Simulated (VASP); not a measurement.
Consider the following.

```yaml
crystal:
  lattice:
    - [2.81596, 0.00000, 0.00000]
    - [0.00000, 2.84413, 0.00000]
    - [0.00000, 0.00000, 2.88800]
  atoms:
    - { symbol: Cr, position: [0.00000, 0.00000, 0.00000], spin: 1.5 }
    - { symbol: Cr, position: [0.50858, 0.50000, 0.50000], spin: -1.5 }
```

The numbers are results of PBE GGA, VASP's PBE PAW potentials (set 64) (plane waves; VASP), not measurements. Settings: 400 eV cut-off, 12×12×11 Γ-centred mesh, first-order Methfessel-Paxton smearing of 0.050 eV, potentials Cr_pv.

Problem. Give the force on each atom (eV/Å).

Solution. 
```
atom      Fx     Fy     Fz
----  ------  -----  -----
Cr1    0.149  0.000  0.000
Cr2   -0.149  0.000  0.000
```

Problem. Give the stress tensor in GPa (positive for a compressed cell).

Solution. 
```
 6.33   0.00   0.00
 0.00   2.16   0.00
 0.00   0.00  -3.19
```
The pressure is its mean diagonal, 1.77 GPa.

The compound is Cr in the bcc, AFM order structure. The cell was not relaxed at this level. The run is one of a series of settings (SIGMA = 0.05 against the base run), some of them coarse on purpose.
